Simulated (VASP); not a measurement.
# LiSi16 (a cell with a defect) in VASP: further runs

The runs below take LiSi16 (a cell with a defect) through single point, relaxation of the atoms, molecular dynamics, with PBE.

Everything below comes from runs of VASP 6.6.1. Logs are shortened: lines on timing, memory, paths and dates and some standing lists are left out, and cuts for length are marked.

## Step 1: Starting point

The cell holds a defect, 17 atoms: a = 7.679 Å, b = 7.679 Å, c = 7.679 Å, α = 60.00°, β = 60.00°, γ = 60.00°.

The cell was built by a generator and needn't be a form met in nature.

## Step 2: Single point, PBE

INCAR

```
SYSTEM = LiSi16
PREC     = Accurate       ! precision mode
ENCUT    = 520            ! plane-wave cutoff, eV
EDIFF    = 1E-6           ! SCF threshold, eV
ISMEAR   = -1             ! smearing method
SIGMA    = 0.05           ! smearing width, eV
LREAL    = Auto         
LASPH    = .True.         ! aspherical terms in the spheres
NELM     = 100            ! most SCF steps
ALGO     = Fast           ! electronic algorithm
ISIF     = 2              ! what is computed and relaxed
LWAVE    = .False.        ! write WAVECAR
LCHARG   = .False.        ! write CHGCAR
GGA      = PE             ! functional
NELECT   = 66.0         
NBANDS   = 48             ! bands
```

KPOINTS

```
Automatic mesh
0
Gamma
  2 2 2
  0 0 0
```

POSCAR

```
LiSi16
1.0
    0.0000000000      5.4300000000      5.4300000000
    5.4300000000      0.0000000000      5.4300000000
    5.4300000000      5.4300000000      0.0000000000
Si Li
16 1
Direct
    0.0011546317      0.0001943699     -0.0025403091
    0.1233541546      0.1221661106      0.1271715690
    0.0012795017      0.0003490889      0.5010231010
    0.1249496949      0.1250965624      0.6250161957
   -0.0057728332      0.5016431548      0.0019268093
    0.1234390037      0.6263388322      0.1266973915
    0.0008896215      0.4975896498      0.5005899108
    0.1234774589      0.6265216288      0.6229657746
    0.5030799451     -0.0091247107      0.0029380585
    0.6272708955      0.1221559976      0.1271493039
    0.4973648427      0.0003307018      0.5010058752
    0.6274261266      0.1222153927      0.6229178832
    0.5021106192      0.5015845202      0.0018723207
    0.6260488666      0.6228832277      0.1248241061
    0.5024954611      0.5020404987      0.4929316372
    0.6269936013      0.6264983655      0.6229555807
    0.3772753081      0.3700840092      0.8750398919
```

Potentials or basis: VASP PAW PBE potentials, release 64 (Si, Li_sv).

Run with:

```
$ cat potpaw_PBE.64/Si/POTCAR potpaw_PBE.64/Li_sv/POTCAR > POTCAR
$ mpirun -np 1 vasp_std > vasp.out
```

OUTCAR:

```text
SYSTEM = LiSi16
   PREC = Accurate
   ENCUT = 520
   EDIFF = 1E-6
   ISMEAR = -1
   LREAL = Auto
   LASPH = .True.
   NELM = 100
   ISIF = 2
   GGA = PE
   NELECT = 66.0

 ion  position               nearest neighbor table
   1  0.001  0.000  0.997-   4 2.34   6 2.34   2 2.34  10 2.34
   2  0.123  0.122  0.127-   3 2.34   1 2.34   5 2.38   9 2.38  17 2.73
   3  0.001  0.000  0.501-   4 2.34   8 2.34   2 2.34  12 2.34
   4  0.125  0.125  0.625-   3 2.34  11 2.34   1 2.34   7 2.34
   5  0.994  0.502  0.002-  14 2.31   6 2.37   8 2.38   2 2.38  17 2.40
   6  0.123  0.626  0.127-   1 2.34   7 2.34  13 2.37   5 2.37  17 2.76
   7  0.001  0.498  0.501-   4 2.34   6 2.34   8 2.34  16 2.34
   8  0.123  0.627  0.623-   3 2.34   7 2.34   5 2.38  15 2.38  17 2.75
   9  0.503  0.991  0.003-  14 2.31  17 2.38  10 2.38   2 2.38  12 2.38
  10  0.627  0.122  0.127-  11 2.34   1 2.34  13 2.38   9 2.38  17 2.73
  11  0.497  0.000  0.501-   4 2.34  16 2.34  10 2.34  12 2.34
  12  0.627  0.122  0.623-   3 2.34  11 2.34  15 2.38   9 2.38  17 2.71
  13  0.502  0.502  0.002-  14 2.31   6 2.37  16 2.38  10 2.38  17 2.40
  14  0.626  0.623  0.125-   9 2.31  15 2.31   5 2.31  13 2.31
  15  0.502  0.502  0.493-  14 2.31  16 2.38   8 2.38  12 2.38  17 2.40
  16  0.627  0.626  0.623-  11 2.34   7 2.34  13 2.38  15 2.38  17 2.75
  17  0.377  0.370  0.875-   9 2.38  15 2.40   5 2.40  13 2.40  12 2.71   2 2.73  10 2.73   8 2.75
                            16 2.75   6 2.76

  LATTYP: Found a face centered cubic cell.
 ALAT       =    10.8600000000

  Lattice vectors:

 A1 = (   0.0000000000,   5.4300000000,   5.4300000000)
 A2 = (   5.4300000000,   0.0000000000,   5.4300000000)
 A3 = (   5.4300000000,   5.4300000000,   0.0000000000)

Analysis of symmetry for initial positions (statically):
=====================================================================
 Subroutine PRICEL returns:
 Original cell was already a primitive cell.

 Routine SETGRP: Setting up the symmetry group for a
 face centered cubic supercell.

 Subroutine GETGRP returns: Found  1 space group operations
 (whereof  1 operations were pure point group operations)
 out of a pool of 48 trial point group operations.

The static configuration has the point symmetry C_1 .

Analysis of symmetry for dynamics (positions and initial velocities):
=====================================================================
 Subroutine PRICEL returns:
 Original cell was already a primitive cell.

 Routine SETGRP: Setting up the symmetry group for a
 face centered cubic supercell.

 Subroutine GETGRP returns: Found  1 space group operations
 (whereof  1 operations were pure point group operations)
 out of a pool of 48 trial point group operations.

The dynamic configuration has the point symmetry C_1 .

 Subroutine INISYM returns: Found  1 space group operations
 (whereof  1 operations are pure point group operations),
 and found     1 'primitive' translations

----------------------------------------------------------------------------------------

                                     Primitive cell

  volume of cell :     320.2060

  direct lattice vectors                    reciprocal lattice vectors
     0.000000000  5.430000000  5.430000000    -0.092081031  0.092081031  0.092081031
     5.430000000  0.000000000  5.430000000     0.092081031 -0.092081031  0.092081031
     5.430000000  5.430000000  0.000000000     0.092081031  0.092081031 -0.092081031

  length of vectors
     7.679179644  7.679179644  7.679179644     0.159489025  0.159489025  0.159489025

  position of ions in fractional coordinates (direct lattice)
     0.001154632  0.000194370  0.997459691
     0.123354155  0.122166111  0.127171569
     0.001279502  0.000349089  0.501023101
     0.124949695  0.125096562  0.625016196
     0.994227167  0.501643155  0.001926809
     0.123439004  0.626338832  0.126697392
[... 9 lines left out ...]
     0.626993601  0.626498365  0.622955581
     0.377275308  0.370084009  0.875039892

  ion indices of the primitive-cell ions
   primitive index   ion index
                 1           1
                 2           2
                 3           3
                 4           4
                 5           5
                 6           6
[... 9 lines left out ...]
                16          16
                17          17

----------------------------------------------------------------------------------------

 KPOINTS: Automatic mesh

Automatic generation of k-mesh.
 Grid dimensions read from file:
 generate k-points for:    2    2    2

 Generating k-lattice:

  Cartesian coordinates                     Fractional coordinates (reciprocal lattice)
    -0.046040516  0.046040516  0.046040516     0.500000000  0.000000000  0.000000000
     0.046040516 -0.046040516  0.046040516     0.000000000  0.500000000  0.000000000
     0.046040516  0.046040516 -0.046040516     0.000000000  0.000000000  0.500000000

  Length of vectors
     0.079744512  0.079744512  0.079744512

  Shift w.r.t. Gamma in fractional coordinates (k-lattice)
     0.000000000  0.000000000  0.000000000

 Subroutine IBZKPT returns following result:
 ===========================================

 Found      8 irreducible k-points:

 Following reciprocal coordinates:
            Coordinates               Weight
  0.000000  0.000000  0.000000      1.000000
  0.500000  0.000000  0.000000      1.000000
  0.000000  0.500000  0.000000      1.000000
  0.000000  0.000000  0.500000      1.000000
  0.500000  0.500000  0.500000      1.000000
  0.500000  0.500000  0.000000      1.000000
  0.000000  0.500000  0.500000      1.000000
  0.500000  0.000000  0.500000      1.000000
   k-points           NKPTS =      8   k-points in BZ     NKDIM =      8   number of bands    NBANDS=     48
   number of dos      NEDOS =    301   number of ions     NIONS =     17
   total plane-waves  NPLWV = 216000
   dimension x,y,z NGX =    60 NGY =   60 NGZ =   60
   dimension x,y,z NGXF=   120 NGYF=  120 NGZF=  120
   ions per type =              16   1
   NGX,Y,Z   is equivalent  to a cutoff of  12.99, 12.99, 12.99 a.u.
   NGXF,Y,Z  is equivalent  to a cutoff of  25.98, 25.98, 25.98 a.u.
 SYSTEM =  LiSi16
   PREC   = accura    normal or accurate (medium, high low for compatibility)
   ISTART =      0    job   : 0-new  1-cont  2-samecut
   ICHARG =      2    charge: 1-file 2-atom 10-const
   ISPIN  =      1    spin polarized calculation?
   LNONCOLLINEAR =      F non collinear calculations
   LSORBIT =      F    spin-orbit coupling
   LASPH  =      T    aspherical Exc in radial PAW
   ENCUT  =  520.0 eV  38.22 Ry    6.18 a.u.  14.28 14.28 14.28*2*pi/ulx,y,z
   NELM   =    100;   NELMIN=  2; NELMDL= -5     # of ELM steps
   EDIFF  = 0.1E-05   stopping-criterion for ELM
   LREAL  =      T    real-space projection
   EDIFFG = 0.1E-04   stopping-criterion for IOM
   NSW    =      0    number of steps for IOM
   IBRION =     -1    ionic relax: 0-MD 1-quasi-New 2-CG
   NFREE  =      0    steps in history (QN), initial steepest desc. (CG)
   ISIF   =      2    stress and relaxation
   ISYM   =      2    0-nonsym 1-usesym 2-fastsym
   POTIM  = 0.5000    time-step for ionic-motion
   TEBEG  =    0.0;   TEEND  =   0.0 temperature during run
   PSTRESS=    0.0 pullay stress
   NELECT =      66.0000    total number of electrons
   NUPDOWN=      -1.0000    fix difference up-down
   EMIN   =  10.00;   EMAX   =-10.00  energy-range for DOS
   EFERMI =   0.00;   METHOD = LEGACY
   ISMEAR =    -1;   SIGMA  =   0.05  broadening in eV -4-tet -1-fermi 0-gaus
   EFERMI_NEDOS =   21; number of points for ismear=-14 and -15
   IALGO  =     68    algorithm
   IMIX   =      4    mixing-type and parameters
     AMIX     =   0.40;   BMIX     =  1.00
     AMIX_MAG =   1.60;   BMIX_MAG =  1.00
  volume/ion in A,a.u.               =      18.84       127.11
  Fermi-wavevector in a.u.,A,eV,Ry     =   0.967044  1.827449 12.723821  0.935174
  Thomas-Fermi vector in A             =   2.096897
   LORBIT       =      0    0 simple, 1 ext, 2 COOP (PROOUT), +10 PAW based schemes
   GGA     = PE    functional components
   LHFCALC =     F    Hartree Fock is set to
   AEXX    =    0.0000 exact exchange contribution
   IVDW    =     0    specifies the selected vdW correction
   LEPSILON=     F    determine dielectric tensor
   LRPA    =     F    only Hartree local field effects (RPA)
 non-spin polarized calculation
 RMM-DIIS sequential band-by-band and
  energy-cutoff  :      520.00
  volume of cell :      320.21
 maximum number of plane-waves:      8646
 NGX is ok and might be reduce to    60
   NGX = 29   NGY = 29   NGZ = 29

 number of electron      66.0000001 magnetization

 Free energy of the ion-electron system (eV)
  ---------------------------------------------------
  ext. energy  EPLUGINS =         0.00000000
  ---------------------------------------------------
  free energy    TOTEN  =       -93.51297735 eV

  energy without entropy =      -93.51199033  energy(sigma->0) =      -93.51248384

 E-fermi :   6.3586     XC(G=0):  -9.4410

 val. band max:        6.0439951583   @ k =   0.0000   0.0000   0.0000
 cond. band min:       6.6836664196   @ k =   0.0000   0.0000   0.0000
 fundamental gap:      0.6396712613
 Fermi energy:         6.3585652152

 k-point     1 :       0.0000    0.0000    0.0000
  band No.  band energies     occupation
      1     -40.3829      2.00000
      2      -5.9234      2.00000
      3      -3.6741      2.00000
      4      -3.6117      2.00000
      5      -3.6109      2.00000
      6      -3.6097      2.00000
[... 37 lines left out ...]
     44       8.3415      0.00000
     45       8.3534      0.00000

 k-point     2 :       0.5000    0.0000    0.0000
  band No.  band energies     occupation
      1     -40.3829      2.00000
      2      -5.1942      2.00000
      3      -5.0711      2.00000
      4      -3.3554      2.00000
      5      -3.3122      2.00000
      6      -3.3105      2.00000
[... 280 lines left out ...]
 k-point     8 :       0.5000    0.0000    0.5000
  band No.  band energies     occupation
      1     -40.3829      2.00000
      2      -4.9069      2.00000
      3      -4.8149      2.00000
      4      -3.9290      2.00000
      5      -3.8951      2.00000
      6      -3.8948      2.00000
[... 37 lines left out ...]
     44      10.3340      0.00000
     45      10.4022      0.00000
 [bands above 45 left out]

------------------------ aborting loop because EDIFF is reached ----------------------------------------

  FORCE on cell =-STRESS in cart. coord.  units (eV):
  Direction    XX          YY          ZZ          XY          YZ          ZX
  --------------------------------------------------------------------------------------
  -------------------------------------------------------------------------------------
  Total       -1.1396599     -1.1437547     -1.1431542     -0.0271654     -0.0349953      0.0256068
  in kB       -5.7023830     -5.7228716     -5.7198668     -0.1359241     -0.1751019      0.1281255
  external PRESSURE =      -5.7150405 kB  Pullay stress =       0.0000000 kB

 VOLUME and BASIS-vectors are now :
 -----------------------------------------------------------------------------
  energy-cutoff  :      520.00
  volume of cell :      320.21
      direct lattice vectors                 reciprocal lattice vectors
     0.000000000  5.430000000  5.430000000    -0.092081031  0.092081031  0.092081031
     5.430000000  0.000000000  5.430000000     0.092081031 -0.092081031  0.092081031
     5.430000000  5.430000000  0.000000000     0.092081031  0.092081031 -0.092081031

 POSITION                                       TOTAL-FORCE (eV/Angst)
 -----------------------------------------------------------------------------------
      5.41726      5.42248      0.00733         0.016726      0.002722     -0.002235
      1.35390      1.36035      1.33318        -0.015274      0.015007      0.008089
      2.72245      2.72750      0.00884        -0.004229     -0.018731     -0.008050
      4.07311      4.07231      1.35775        -0.002819      0.001451     -0.001651
      2.73438      5.40912      8.12258        -0.014379      0.000636     -0.025582
      4.08899      1.35824      4.07129         0.015384     -0.002632      0.001756
[... 9 lines left out ...]
      6.78453      6.78722      6.80646        -0.002918     -0.006193      0.007499
      6.76102      6.80007      4.05816         0.047954     -0.027157      0.028932
 -----------------------------------------------------------------------------------
    total drift:                               -0.006594      0.005996     -0.006272

  FREE ENERGIE OF THE ION-ELECTRON SYSTEM (eV)
  ---------------------------------------------------
  free  energy   TOTEN  =       -93.5129773497 eV

  energy  without entropy=      -93.5119903306  energy(sigma->0) =      -93.51248384
```

Wall time 2.6 min (1 thread of Intel Xeon 6975P-C (Granite Rapids), shared host); peak memory 0.48 GiB.

What came out:

* Free energy: -93.5130 eV
* Largest force: 0.062 eV/Å
* Band gap on the k mesh: 0.64 eV, direct

Forces on the atoms (eV/Å):
```
Si   0.017  0.003 -0.002
Si  -0.015  0.015  0.008
Si  -0.004 -0.019 -0.008
Si  -0.003  0.001 -0.002
Si  -0.014  0.001 -0.026
Si   0.015 -0.003  0.002
Si   0.003  0.000  0.000
Si  -0.003 -0.006  0.006
Si  -0.009 -0.009  0.006
Si  -0.016 -0.007 -0.016
Si  -0.004  0.008  0.018
Si   0.016  0.011 -0.011
Si  -0.012  0.026  0.000
Si   0.008 -0.004  0.004
Si  -0.025  0.016 -0.018
Si  -0.003 -0.006  0.007
Li   0.048 -0.027  0.029
```

Levels at points of the mesh, in eV from the valence-band top:
| k point | band 29 | band 30 | band 31 | band 32 | band 33 | band 34 | band 35 | band 36 | band 37 | band 38 |
| --- | --- | --- | --- | --- | --- | --- | --- | --- | --- | --- |
| (0.00, 0.00, 0.00) | -1.13 | -1.13 | 0.00 | 0.00 | 0.00 | 0.64 | 0.64 | 0.64 | 0.71 | 0.71 |
| (0.50, 0.00, 0.00) | -2.11 | -0.82 | -0.82 | -0.73 | -0.73 | 1.20 | 1.39 | 1.40 | 1.59 | 1.59 |
| (0.00, 0.50, 0.00) | -2.11 | -0.82 | -0.82 | -0.73 | -0.73 | 1.18 | 1.40 | 1.40 | 1.59 | 1.59 |
| (0.00, 0.00, 0.50) | -2.11 | -0.82 | -0.82 | -0.73 | -0.73 | 1.20 | 1.40 | 1.40 | 1.59 | 1.59 |
| (0.50, 0.50, 0.50) | -2.11 | -0.82 | -0.82 | -0.73 | -0.73 | 1.21 | 1.39 | 1.40 | 1.59 | 1.59 |
| (0.50, 0.50, 0.00) | -1.91 | -1.37 | -1.36 | -1.31 | -1.27 | 1.07 | 1.13 | 2.19 | 2.31 | 2.31 |
| (0.00, 0.50, 0.50) | -1.91 | -1.37 | -1.36 | -1.31 | -1.27 | 1.07 | 1.13 | 2.19 | 2.31 | 2.31 |
| (0.50, 0.00, 0.50) | -1.91 | -1.37 | -1.36 | -1.31 | -1.27 | 1.07 | 1.13 | 2.19 | 2.31 | 2.31 |

Caveat: the k mesh is coarse (spacing up to 0.50 Å⁻¹), so the values aren't converged; the cell carries a net charge on a neutralising background, which shifts energy and pressure; the cell is charged against a uniform background, so pressure and absolute levels hang on convention; the cutoff is under 1.25 times the usual one of these potentials, so pressure, stress and relaxed cells hold a basis-set (Pulay) error.

[end of part 1 of 2]
